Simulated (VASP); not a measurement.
Crystal: SiC.

```xyz
8
Lattice="3.0931 0.0000 0.0000 -1.5465 2.6787 0.0000 0.0000 0.0000 10.1261" Properties=species:S:1:pos:R:3 pbc="T T T"
Si    1.5465    0.8929    9.4967
Si    0.0000    1.7858    4.4337
Si    0.0000    0.0000    6.9657
Si    0.0000    0.0000    1.9027
C     1.5465    0.8929    7.5926
C     0.0000    1.7858    2.5296
C     0.0000    0.0000    5.0676
C     0.0000    0.0000    0.0045
```

The cell is a database's computed one.

Base run:

* Program: VASP 6.6.1
* Functional: PBE
* Potentials or basis: VASP PAW PBE potentials, release 64 (Si, C)
* Cutoff: 450 eV
* k mesh: 12 × 12 × 4
* Occupations: gaussian, width 0.02 eV
* Spin: no spin polarisation

Its results: band gap on the k mesh 2.22 eV, indirect (least direct gap 3.34 eV).

Question: The run is repeated on the same cell with these changes: functional from PBE to LDA; potentials or basis from VASP PAW PBE potentials, release 64 (Si, C) to VASP PAW LDA potentials, release 64 (Si, C). What comes out?

Answer: Band gap on the k mesh 2.16 eV, indirect (least direct gap 3.28 eV).
